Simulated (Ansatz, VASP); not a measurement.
# Ta26Co (Ta wire along [111], 3 atoms a period): VASP beside Ansatz

One calculation is typed for both programs; each brings its own data sets. How far apart do they land? Of the first pair: The structure shown is the start of the Ansatz relaxation below; VASP solves that cell, so the two are compared at the walk's first step.

Program: Ansatz 0.2.0. Level of theory: plane waves, with VASP 6.6.1 beside it; single point at PBE. Results are calculated unless marked as measured.

### 1. The starting structure

The cell holds 27 atoms: 26 Ta and 1 Co. Its edges and angles: a = 9.148 Å, b = 9.511 Å, c = 24.233 Å, α = 90.0°, β = 90.0°, γ = 90.0°. Vacuum lies along a and b. The structure's axis is c.

### 2. Ansatz: relaxation, PBE

Ansatz runs on its default PAW (the set named soft_2) files.

The two programs are compared at the cell with which this relaxation starts, whose forces are those of its first step.

input.yaml

```yaml
crystal:
  lattice:
    - [9.148, 0.0, 0.0]
    - [0.0, 9.511, 0.0]
    - [0.0, 0.0, 24.2333501969]
  atoms:
    - { symbol: Ta, position: [0.380367183, 0.371990335, 9.7781e-05] }
    - { symbol: Ta, position: [0.380367183, 0.627985341, 0.036939256] }
    - { symbol: Ta, position: [0.610887247, 0.499987838, 0.074074074] }
    - { symbol: Ta, position: [0.380367183, 0.371990335, 0.111208892] }
    - { symbol: Ta, position: [0.380367183, 0.627985341, 0.148050367] }
    - { symbol: Ta, position: [0.610887247, 0.499987838, 0.185185185] }
    - { symbol: Ta, position: [0.380367183, 0.371990335, 0.222320003] }
    - { symbol: Ta, position: [0.380367183, 0.627985341, 0.259161478] }
    - { symbol: Ta, position: [0.610887247, 0.499987838, 0.296296296] }
    - { symbol: Ta, position: [0.380367183, 0.371990335, 0.333431114] }
    - { symbol: Ta, position: [0.380367183, 0.627985341, 0.37027259] }
    - { symbol: Ta, position: [0.610887247, 0.499987838, 0.407407407] }
    - { symbol: Ta, position: [0.380367183, 0.371990335, 0.444542225] }
    - { symbol: Co, position: [0.380367183, 0.627985341, 0.481383701], spin: 2.0 }
    - { symbol: Ta, position: [0.610887247, 0.499987838, 0.518518519] }
    - { symbol: Ta, position: [0.380367183, 0.371990335, 0.555653336] }
    - { symbol: Ta, position: [0.380367183, 0.627985341, 0.592494812] }
    - { symbol: Ta, position: [0.610887247, 0.499987838, 0.62962963] }
    - { symbol: Ta, position: [0.380367183, 0.371990335, 0.666764447] }
    - { symbol: Ta, position: [0.380367183, 0.627985341, 0.703605923] }
    - { symbol: Ta, position: [0.610887247, 0.499987838, 0.740740741] }
    - { symbol: Ta, position: [0.380367183, 0.371990335, 0.777875559] }
    - { symbol: Ta, position: [0.380367183, 0.627985341, 0.814717034] }
    - { symbol: Ta, position: [0.610887247, 0.499987838, 0.851851852] }
    - { symbol: Ta, position: [0.380367183, 0.371990335, 0.88898667] }
    - { symbol: Ta, position: [0.380367183, 0.627985341, 0.925828145] }
    - { symbol: Ta, position: [0.610887247, 0.499987838, 0.962962963] }
magnetization:
  spin_polarized: true
kpoints:
  mp_grid: { grid: [1, 1, 2] }
scf:
  occupations: { method: fermi_dirac, width: 0.1 }
hamiltonian:
  xc: pbe
relax:
  constraints:
    - { sites: [0, 1, 2, 3, 4, 5, 6, 7, 8, 18, 19, 20, 21, 22, 23, 24, 25, 26] }
  f_tol: 0.06
  max_steps: 35
basis:
  ecutwfc: "350 eV"
```

Command:

```bash
> ansatz run input.yaml --threads 4 --pin off --max-ram 16384MiB --backend cpu --events-out ev --progress --plain --runs-dir out
```

Numbers of over 12 decimals in the logs are rounded to 6 here.

The log of the run:

```text
Warning: basis.ecutwfc = 350 eV is below the records' recommended 420 eV, and the density's cutoff is lower with it unless basis.ecutrho_ratio is high enough to keep the records' density cutoff: compare with a run at a higher cutoff
Engine: ansatz 0.2.0, aarch64-unknown-linux-gnu
Pseudopotentials: kind: paw
Pseudopotential: Ta, paw, valence charge 13, recommended cutoff 420 eV (normal), Ta.paw.azcp
Pseudopotential: Co, paw, valence charge 17, recommended cutoff 420 eV (normal), Co.paw.azcp
Functional definition: PBE
  parameter kappa = 0.804
  parameter beta = 0.066725
  exchange = pbe_x(kappa = kappa, mu = beta*pi^2/3)
  correlation = pbe_c(beta = beta)
Crystal: 27 atoms, lattice volume = 2108.462 Å³
Basis set: ecut = 350 eV, 31339 PW (Γ), exchange–correlation on 120×120×300 points (8 copies of the dense FFT grid, shifted against one another)
Bands: 215, of which v1, the nominal top of the filled ones, is band 178 counted from 1 (177 counted from 0)
Symmetry: 1 space group operations
Space group: P1 (ITA 1), of the structure as read, at distance tolerance 1.3e-4 Å
Magnetic group: BNS 1.1 (UNI 1), of the structure as read, at distance tolerance 1.3e-4 Å
k-points: 2
Non-local potential: Ta, projectors of the file, l = 0: 3, l = 1: 2, l = 2: 2, l = 3: 1
Non-local potential: Co, projectors of the file, l = 0: 3, l = 1: 2, l = 2: 3, l = 3: 1
PAW form: soft (Blöchl's): semilocal exchange-correlation on the pseudo side does not see the compensation charge
PAW one-centre angular grid: Ta, 590 points (default); XC on 64 Gauss nodes
PAW one-centre angular grid: Co, 590 points (default); XC on 64 Gauss nodes
Initial density: superposition of atomic densities (neutral atoms: chi_scale 0, normalization atom)
Starting moments: Σ|m| = 2 μB on 1 of 27 sites
Initial wavefunctions: pseudopotential atomic-orbital guess
Functional: x = pbe(κ = 0.804, μ = 0.219515), c = pbe(β = 0.066725)
SCF iter   1: F=—  HF=-263338.690404 eV  |F-HF|=—  |Δ(HF+E_count)|=         —  Δρ=2.19e-2 (↑2.17e-2 ↓2.19e-2)  dr2=1.81e2  dr2_m=6.26e-2  M=2.008 μB ∫|m|=2.513 μB  β_m=0.30  ethr=3.10e-3  ⟨swp⟩=7.5  Hψ=3737  notcnv=0
Mixer restart at iter 1: flushing history
preconditioner: auto → LDOS  [metal: Δε(μ)=0.024 eV  Ē_g=3.865 eV  σ=0.100 eV  W_gap=0.06  n_scr=284 (ndim 8)  ℏωp=9.5 eV  f_vac=0.538  D(μ)=22.68/eV (n_scr^D=82)]
spin=Collinear: LDOS preconditioning applied to the charge; magnetization (m = ρ↑ − ρ↓) channel mixes plain (no charge-response kernel on spin).
SCF iter   2: F=—  HF=-263305.683663 eV  |F-HF|=—  |Δ(HF+E_count)|=    3.30e1  Δρ=1.22e-2 (↑1.20e-2 ↓1.22e-2)  dr2=4.25e1  dr2_m=4.36e-2  M=1.826 μB ∫|m|=2.526 μB  β_m=0.42  ethr=3.10e-3  ⟨swp⟩=5.0  Hψ=2196  notcnv=0
SCF iter   3: F=—  HF=-263297.482293 eV  |F-HF|=—  |Δ(HF+E_count)|=    8.20e0  Δρ=4.04e-3 (↑4.04e-3 ↓3.66e-3)  dr2=1.25e0  dr2_m=5.14e-2  M=1.500 μB ∫|m|=2.521 μB  β_m=0.50  ethr=3.10e-3  ⟨swp⟩=11.0  Hψ=3273  notcnv=0
SCF iter   4: F=—  HF=-263297.805852 eV  |F-HF|=—  |Δ(HF+E_count)|=   3.24e-1  Δρ=2.12e-3 (↑2.12e-3 ↓2.09e-3)  dr2=3.28e-1  dr2_m=5.13e-2  M=1.357 μB ∫|m|=2.485 μB  β_m=0.72  ethr=3.53e-4  ⟨swp⟩=4.2  Hψ=1885  notcnv=0
SCF iter   5: F=—  HF=-263297.952586 eV  |F-HF|=—  |Δ(HF+E_count)|=   1.47e-1  Δρ=1.77e-3 (↑1.77e-3 ↓1.24e-3)  dr2=7.36e-2  dr2_m=3.79e-2  M=1.187 μB ∫|m|=2.416 μB  β_m=0.86  ethr=9.23e-5  ⟨swp⟩=7.5  Hψ=1973  notcnv=0  defer=1
SCF iter   6: F=—  HF=-263297.981280 eV  |F-HF|=—  |Δ(HF+E_count)|=         —  Δρ=2.59e-3 (↑1.05e-3 ↓2.59e-3)  dr2=6.12e-2  dr2_m=6.09e-2  M=1.027 μB ∫|m|=2.165 μB  β_m=0.86  ethr=2.07e-5  ⟨swp⟩=2.5  Hψ=1717  notcnv=0
SCF iter   7: F=—  HF=-263297.975315 eV  |F-HF|=—  |Δ(HF+E_count)|=   5.97e-3  Δρ=9.71e-4 (↑9.71e-4 ↓3.21e-4)  dr2=1.36e-2  dr2_m=5.60e-3  M=0.995 μB ∫|m|=2.076 μB  β_m=0.93  ethr=1.72e-5  ⟨swp⟩=2.5  Hψ=1665  notcnv=0
SCF iter   8: F=—  HF=-263297.982410 eV  |F-HF|=—  |Δ(HF+E_count)|=   7.10e-3  Δρ=9.76e-4 (↑4.18e-4 ↓9.76e-4)  dr2=3.09e-2  dr2_m=1.78e-3  M=1.000 μB ∫|m|=2.015 μB  β_m=0.82  ethr=3.83e-6  ⟨swp⟩=3.8  Hψ=1862  notcnv=0
SCF iter   9: F=—  HF=-263297.978991 eV  |F-HF|=—  |Δ(HF+E_count)|=   3.42e-3  Δρ=1.92e-4 (↑1.71e-4 ↓1.92e-4)  dr2=5.82e-4  dr2_m=5.90e-4  M=0.996 μB ∫|m|=1.983 μB  β_m=0.82  ethr=3.83e-6  ⟨swp⟩=3.0  Hψ=1634  notcnv=0
[...]
SCF iter   8: F=—  HF=-263299.776653 eV  |F-HF|=—  |Δ(HF+E_count)|=   1.21e-7  Δρ=3.68e-6 (↑3.10e-6 ↓3.68e-6)  dr2=1.39e-7  dr2_m=2.13e-7  M=0.006 μB ∫|m|=0.009 μB  β_m=0.89  ethr=2.14e-10  ⟨swp⟩=2.2  Hψ=1607  notcnv=0
SCF iter   9: F=—  HF=-263299.776653 eV  |F-HF|=—  |Δ(HF+E_count)|=   1.81e-7  Δρ=4.87e-6 (↑4.87e-6 ↓2.01e-6)  dr2=1.88e-7  dr2_m=2.15e-7  M=0.005 μB ∫|m|=0.008 μB  β_m=0.95  ethr=3.93e-11  ⟨swp⟩=3.8  Hψ=2178  notcnv=0
SCF iter  10: F=—  HF=-263299.776653 eV  |F-HF|=—  |Δ(HF+E_count)|=   5.69e-8  Δρ=4.21e-6 (↑4.21e-6 ↓2.21e-6)  dr2=1.45e-7  dr2_m=1.89e-7  M=0.004 μB ∫|m|=0.007 μB  β_m=0.97  ethr=3.93e-11  ⟨swp⟩=3.5  Hψ=1925  notcnv=0
SCF iter  11: F=—  HF=-263299.776653 eV  |F-HF|=—  |Δ(HF+E_count)|=   1.42e-7  Δρ=2.51e-6 (↑2.39e-6 ↓2.51e-6)  dr2=5.85e-8  dr2_m=1.11e-7  M=0.003 μB ∫|m|=0.005 μB  β_m=0.99  ethr=3.93e-11  ⟨swp⟩=3.8  Hψ=2131  notcnv=0
[...]
iter 14 did not close the SCF: its close was put off for a magnetic moment that had not settled (scf_convergence_deferred on its scf_iter line)
SCF iter  14: F=-263299.776653 eV  HF=-263299.776653 eV  |F-HF|=3.78e-8  |Δ(HF+E_count)|=   2.89e-8  Δρ=7.51e-7 (↑6.45e-7 ↓7.51e-7)  dr2=4.27e-8  dr2_m=6.66e-10  M=-0.001 μB ∫|m|=0.001 μB  β_m=0.85  ethr=1.15e-11  ⟨swp⟩=1.0  Hψ=3068  notcnv=0
SCF iter  15: F=-263299.776653 eV  HF=-263299.776653 eV  |F-HF|=1.75e-9  |Δ(HF+E_count)|=   6.17e-9  Δρ=2.05e-7 (↑2.05e-7 ↓1.49e-7)  dr2=2.48e-9  dr2_m=2.46e-10  M=-0.000 μB ∫|m|=0.001 μB  ethr=1.15e-11  ⟨swp⟩=1.0  Hψ=3144  notcnv=0
the starting moments were not kept: the SCF closed with an absolute magnetisation of 7.5e-4 μB, where they sum to 2 μB in size (1 site). That is at most 0.1 of that sum.
SCF 13 converged in 15 iterations: F = -263299.776653 eV  dr2 = 2.48e-9
relax step  13: F+E_penalty+E_count = -263299.77665315 eV  Δ(F+E_penalty+E_count) = -1.803e-3 eV  max|allowed force component| = 2.689e-2 eV/Å  Δτ_max = 0.0289 Å  (15 SCF iters, accepted)
SCF converged after 15 iterations
Magnetization: -0.0004 μB (177.4998 up, 177.5002 down)
Absolute magnetization: 0.0008 μB (∫|ρ↑−ρ↓|, with the PAW one-centre terms)
Spin contamination: 0.0000 ħ² per cell (⟨S²⟩ above its minimum at these occupations)
Per-site moments (μB) at R_I (Å): [(7.390365586098045e-7, 1.069734), (8.724888338460926e-7, 1.069734), (1.8312372348669983e-6, 1.070823), (6.297293852906869e-7, 1.069734), (2.0005635651066413e-6, 1.069734), (7.215947615844579e-7, 1.070823), (9.820071461828924e-7, 1.069734), (6.426954197055847e-7, 1.069734), (-7.187761892426548e-6, 1.070823), (7.221838901545444e-6, 1.072929), (-6.510440070710907e-7, 1.059200), (-7.741 [...]
Free energy (F): -263299.776653 eV
Harris-Foulkes:  -263299.776653 eV  (|F-HF|=1.75e-9)
Internal energy: -263298.367510 eV  (E = F + TS)
E sigma→0 (E₀):  -263299.072081 eV
Entropy (-TS):   -1.409143 eV (-52.190 meV/atom)
Fermi energy:    1.624237 eV
--- Per-component energies (eV) ---
  E_band       = -9073.469258
  E_kinetic    = 9926.525462
  E_local      = -91343.854464  (includes V_loc(G=0)·N_el)
  E_nonlocal   = 895.322222
  E_hartree    = 40156.127101
  E_xc         = -5778.911601
  E_vxc        = -5429.357654  (∫ρ·V_xc dr)
  E_paw        = -219835.794958  (= ΣΔE_a)
  E_vpaw       = -3434.365370  (= ΣTr[D̂ρ^β])
  E_aug_tail   = 0.009384  (compensation charges beyond the density's cutoff)
  E_ewald      = 2682.209344
  E_smearing   = -1.409143  (= −TS)
  E_closure    = 0.000000  (closes the sum)
  Σ components = -263299.776653   (vs F -263299.776653, Δ=0.00e0)
--- Forces (eV/Å), atoms counted from 1 ---
  atom   1  Ta     0.02969438    -0.03451049     0.04527340
  atom   2  Ta     0.05722238    -0.00373071     0.12695723
  atom   3  Ta    -0.09542525     0.00096986     0.07392102
  atom   4  Ta    -0.05242003     0.03712070     0.13770918
  atom   5  Ta    -0.11477298     0.14876024     0.10746359
  atom   6  Ta     0.33110032    -0.08670283     0.08339380
  atom   7  Ta    -0.05775065    -0.07024214    -0.03696526
  atom   8  Ta     0.11936302     0.18310951     0.13043093
  atom   9  Ta    -0.41586992    -0.24828809     0.51735566
  atom  10  Ta    -0.00713045    -0.01586325     0.02308506
  atom  11  Ta     0.00070384    -0.01484020     0.02164532
  atom  12  Ta     0.00642885    -0.00664152    -0.02540971
  atom  13  Ta    -0.01674522     0.00577526    -0.00866198
  atom  14  Co     0.01086478     0.00296839    -0.00254516
  atom  15  Ta     0.01753246     0.00334374     0.01058643
  atom  16  Ta    -0.00038107     0.01139206    -0.02552656
  atom  17  Ta    -0.02688948    -0.00034184    -0.00384198
  atom  18  Ta     0.01451097    -0.00329067    -0.00148395
  atom  19  Ta     0.44124928     0.30096615    -0.47627084
  atom  20  Ta    -0.22323806    -0.07388837    -0.25025127
  atom  21  Ta     0.14257301     0.00106919     0.13353454
  atom  22  Ta    -0.12232737    -0.33669798    -0.05766582
  atom  23  Ta    -0.07966184     0.16264573    -0.15170620
  atom  24  Ta    -0.01114820     0.05678128    -0.12817480
  atom  25  Ta     0.05611538     0.09314063    -0.05931641
  atom  26  Ta    -0.03713693    -0.05847442    -0.15607329
  atom  27  Ta     0.03358266    -0.05449941    -0.02746610
  max |Σ_I F_I| component: 4.39e-5 eV/Å
--- Relaxed structure (13 steps of the walk, 12 accepted, 0 SCFs on fresh bases) ---
  F+E_penalty+E_count = -263299.77665315 eV   max|allowed force component| = 2.689e-2 eV/Å
  atoms:
    - { symbol: Ta, position: [0.380367183, 0.371990, 9.7781e-5] }
    - { symbol: Ta, position: [0.380367183, 0.627985, 0.036939256] }
    - { symbol: Ta, position: [0.610887, 0.499988, 0.074074074] }
    - { symbol: Ta, position: [0.380367183, 0.371990, 0.111209] }
    - { symbol: Ta, position: [0.380367183, 0.627985, 0.148050367] }
    - { symbol: Ta, position: [0.610887, 0.499988, 0.185185185] }
    - { symbol: Ta, position: [0.380367183, 0.371990, 0.222320003] }
    - { symbol: Ta, position: [0.380367183, 0.627985, 0.259161478] }
    - { symbol: Ta, position: [0.610887, 0.499988, 0.296296296] }
    - { symbol: Ta, position: [0.371628, 0.388670, 0.334427] }
    - { symbol: Ta, position: [0.428648, 0.636725, 0.376398] }
    - { symbol: Ta, position: [0.562701, 0.426937, 0.423781] }
    - { symbol: Ta, position: [0.292064, 0.429611, 0.448323] }
    - { symbol: Co, position: [0.389861, 0.631872, 0.481324] }
    - { symbol: Ta, position: [0.616916, 0.596082, 0.517334] }
    - { symbol: Ta, position: [0.478001, 0.369977, 0.539462] }
    - { symbol: Ta, position: [0.354028, 0.587551, 0.584733] }
    - { symbol: Ta, position: [0.603080, 0.513922, 0.629511] }
    - { symbol: Ta, position: [0.380367183, 0.371990, 0.666764447] }
    - { symbol: Ta, position: [0.380367183, 0.627985, 0.703605923] }
    - { symbol: Ta, position: [0.610887, 0.499988, 0.740740741] }
    - { symbol: Ta, position: [0.380367183, 0.371990, 0.777875559] }
    - { symbol: Ta, position: [0.380367183, 0.627985, 0.814717034] }
    - { symbol: Ta, position: [0.610887, 0.499988, 0.851851852] }
    - { symbol: Ta, position: [0.380367183, 0.371990, 0.888987] }
    - { symbol: Ta, position: [0.380367183, 0.627985, 0.925828145] }
    - { symbol: Ta, position: [0.610887, 0.499988, 0.962962963] }
```

In the SCF lines HF is the Harris–Foulkes energy and dr2 the Hartree energy of the density residual, in eV; the loop may stop once dr2 is under the threshold and the program's other checks hold. Hψ counts applications of the Hamiltonian.

(Part 1 of 3 ends here.)

[Lines on the potential files, build, host, timing and source positions are cut from VASP's logs without a mark.]

[Logs are printed without paths, hosts, clocks, repeated set-up lines and the standing remarks that a program may print on its own settings, such as how far it seeks lower states.]

[Hosts, paths, dates, database ids (printed as entryN), source tags and the programs' standing remarks are cut or masked in the printed files.]
